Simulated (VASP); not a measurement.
Calculation: PBE GGA, VASP's PBE PAW potentials (set 64) (plane waves; VASP 6.6.1).

VASP input:

### INCAR
```
SYSTEM = KCl
PREC = Accurate; ENCUT = 300; LREAL = F
LASPH = T
EDIFF = 1E-6; NELM = 100; ALGO = Normal
ISMEAR = -1; SIGMA = 0.05
GGA = PE
ISIF = 2
LWAVE = F; LCHARG = F
```

### POSCAR
```
KCl
6.290
  0.0000000000   0.5000000000   0.5000000000
  0.5000000000   0.0000000000   0.5000000000
  0.5000000000   0.5000000000   0.0000000000
K Cl
1 1
Cartesian
  0.0000000000   0.0000000000   0.0000000000
  0.5000000000   0.5000000000   0.5000000000
```

File KPOINTS:
```
Automatic mesh
0
Gamma
6 6 6
0 0 0
```

POTCAR, in this order: K_sv Cl (PBE.64 set). Program: vasp_std.

Output of the run:

**OUTCAR**
```
 ion  position               nearest neighbor table
   1  0.000  0.000  0.000-   2 3.15   2 3.15   2 3.15   2 3.15   2 3.15   2 3.15
   2  0.500  0.500  0.500-   1 3.15   1 3.15   1 3.15   1 3.15   1 3.15   1 3.15
  LATTYP: Found a face centered cubic cell.
 ALAT       =     6.2900000000
 Subroutine PRICEL returns:
 Original cell was already a primitive cell.
 Subroutine GETGRP returns: Found 48 space group operations
The static configuration has the point symmetry O_h .
The dynamic configuration has the point symmetry O_h .
 Subroutine INISYM returns: Found 48 space group operations
 Subroutine IBZKPT returns following result:
 Found     16 irreducible k-points:

 Following reciprocal coordinates:
            Coordinates               Weight
  0.000000  0.000000  0.000000      1.000000
  0.166667  0.000000  0.000000      8.000000
  0.333333  0.000000  0.000000      8.000000
  0.500000  0.000000  0.000000      4.000000
  0.166667  0.166667  0.000000      6.000000
  0.333333  0.166667  0.000000     24.000000
  0.500000  0.166667  0.000000     24.000000
 -0.333333  0.166667  0.000000     24.000000
 -0.166667  0.166667  0.000000     12.000000
...
```

File OSZICAR:
```
       N       E                     dE             d eps       ncg     rms          rms(c)
DAV:   1     0.718996299087E+02    0.71900E+02   -0.53399E+03   392   0.774E+02
DAV:   2    -0.337926139258E+01   -0.75279E+02   -0.71035E+02   528   0.219E+02
DAV:   3    -0.697440869748E+01   -0.35951E+01   -0.35856E+01   504   0.447E+01
DAV:   4    -0.709270942968E+01   -0.11830E+00   -0.11819E+00   632   0.760E+00
DAV:   5    -0.709350685870E+01   -0.79743E-03   -0.79740E-03   508   0.672E-01    0.349E+00
DAV:   6    -0.680322090667E+01    0.29029E+00   -0.54737E-01   460   0.403E+00    0.287E+00
DAV:   7    -0.678777753738E+01    0.15443E-01   -0.13506E-01   488   0.218E+00    0.163E+00
DAV:   8    -0.680041700909E+01   -0.12639E-01   -0.19420E-02   520   0.115E+00    0.179E-01
DAV:   9    -0.680122034427E+01   -0.80334E-03   -0.11127E-03   496   0.219E-01    0.104E-01
DAV:  10    -0.680193287865E+01   -0.71253E-03   -0.72790E-04   440   0.199E-01    0.130E-02
DAV:  11    -0.680194200694E+01   -0.91283E-05   -0.16144E-05   544   0.263E-02    0.526E-03
DAV:  12    -0.680194586356E+01   -0.38566E-05   -0.40667E-06   476   0.148E-02    0.274E-03
DAV:  13    -0.680194596511E+01   -0.10155E-06   -0.26894E-07   392   0.426E-03
   1 F= -.68019460E+01 E0= -.68019460E+01  d E =-.100257E-10
```

OUTCAR:
```
------------------------ aborting loop because EDIFF is reached ----------------------------------------
  FORCE on cell =-STRESS in cart. coord.  units (eV):
  Direction    XX          YY          ZZ          XY          YZ          ZX
  --------------------------------------------------------------------------------------
  Total        0.2019878      0.2019878      0.2019878      0.0000000      0.0000000     -0.0000000
  in kB        5.2016814      5.2016814      5.2016814      0.0000000      0.0000000     -0.0000000
  external PRESSURE =       5.2016814 kB  Pullay stress =       0.0000000 kB
  volume of cell :       62.21
      direct lattice vectors                 reciprocal lattice vectors
     0.000000000  3.145000000  3.145000000    -0.158982512  0.158982512  0.158982512
     3.145000000  0.000000000  3.145000000     0.158982512 -0.158982512  0.158982512
     3.145000000  3.145000000  0.000000000     0.158982512  0.158982512 -0.158982512
  FREE ENERGIE OF THE ION-ELECTRON SYSTEM (eV)
  ---------------------------------------------------
  free  energy   TOTEN  =        -6.8019459651 eV

  energy  without entropy=       -6.8019459651  energy(sigma->0) =       -6.80194597
```
(Selected blocks of OUTCAR.)

### OUTCAR
```
 val. band max:       -1.8342517414   @ k =   0.0000   0.0000   0.0000

 cond. band min:       3.3568903328   @ k =   0.0000   0.0000   0.0000


 Fermi energy:        -0.6669062854

 k-point     1 :       0.0000    0.0000    0.0000
  band No.  band energies     occupation
      1     -29.0323      2.00000
      2     -13.9580      2.00000
      3     -12.4907      2.00000
      4     -12.4907      2.00000
      5     -12.4907      2.00000
      6      -1.8343      2.00000
      7      -1.8343      2.00000
      8      -1.8343      2.00000
      9       3.3569      0.00000
     10       6.5480      0.00000
     11       6.5480      0.00000
     12       6.5480      0.00000

 k-point     2 :       0.1667    0.0000    0.0000
  band No.  band energies     occupation
      1     -29.0296      2.00000
      2     -14.0095      2.00000
      3     -12.4932      2.00000
      4     -12.4932      2.00000
      5     -12.4257      2.00000
      6      -2.1489      2.00000
      7      -1.9202      2.00000
      8      -1.9202      2.00000
      9       3.9929      0.00000
     10       6.3778      0.00000
     11       6.8927      0.00000
     12       6.8927      0.00000

 k-point     3 :       0.3333    0.0000    0.0000
  band No.  band energies     occupation
      1     -29.0243      2.00000
      2     -14.1019      2.00000
      3     -12.4982      2.00000
      4     -12.4981      2.00000
      5     -12.3062      2.00000
      6      -2.6675      2.00000
      7      -2.0831      2.00000
      8      -2.0831      2.00000
      9       5.2232      0.00000
     10       6.4408      0.00000
     11       7.8275      0.00000
     12       7.8275      0.00000

 k-point     4 :       0.5000    0.0000    0.0000
  band No.  band energies     occupation
      1     -29.0216      2.00000
      2     -14.1440      2.00000
      3     -12.5006      2.00000
      4     -12.5006      2.00000
      5     -12.2499      2.00000
      6      -2.8909      2.00000
...
```

At this cut-off the stress carries a Pulay error, which pulls relaxed volumes low.

The structure is a typed KCl crystal (Fm-3m). The cell was not relaxed at this level.
